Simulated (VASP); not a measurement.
An input for Quantum ESPRESSO's pw.x (written as the equivalent of a VASP run, and not itself run):

```
&CONTROL
  calculation = 'scf'
  pseudo_dir = './pseudo'
  outdir = './out'
  tprnfor = .true.
  tstress = .true.
/
&SYSTEM
  ibrav = 0
  nat = 2
  ntyp = 2
  ecutwfc = 82
  occupations = 'smearing'
  smearing = 'gaussian'
  degauss = 0.003675
  input_dft = 'pbesol'
/
&ELECTRONS
  conv_thr = 7.3e-09
  electron_maxstep = 100
/
ATOMIC_SPECIES
  Si 28.085 Si.upf
  C 12.011 C.upf
CELL_PARAMETERS angstrom
     0.0000000    2.1800000    2.1800000
     2.1800000    0.0000000    2.1800000
     2.1800000    2.1800000    0.0000000
ATOMIC_POSITIONS crystal
  Si   0.0000000  0.0000000  0.0000000
  C    0.2500000  0.2500000  0.2500000
K_POINTS automatic
  10 10 10 0 0 0
```

Translate this input to VASP (INCAR, KPOINTS, POSCAR, choice of POTCAR).

This is not unique; one that fits is 
### INCAR
```
# general
SYSTEM  =  SiC
PREC    =  Accurate
ENCUT   =  600
LREAL   =  .False.
LASPH   =  .True.

# electronic loop
EDIFF   =  1E-7
NELM    =  100
ALGO    =  Normal

# smearing
ISMEAR  =  0
SIGMA   =  0.05

# functional
GGA     =  PS

# ions
ISIF    =  2

# output
LWAVE   =  .False.
LCHARG  =  .False.
```

File KPOINTS:
```
Automatic
0
gamma
10 10 10
```

**POSCAR**
```
SiC
2.180
  0.0000000000   1.0000000000   1.0000000000
  1.0000000000   0.0000000000   1.0000000000
  1.0000000000   1.0000000000   0.0000000000
Si C
1 1
Cartesian
  0.0000000000   0.0000000000   0.0000000000
  0.5000000000   0.5000000000   0.5000000000
```

POTCAR, in this order: Si C (PBE.64 set). Program: vasp_std.

What does not carry over: the potentials are each code's own (VASP's PAW set, PseudoDojo norm-conserving files in pw.x), so ENCUT and ecutwfc are chosen apart and not converted; conv_thr bounds pw.x's estimated SCF error, while EDIFF bounds the energy change between steps.

The compound is SiC in the zinc blende structure. The cell was not relaxed at this level.
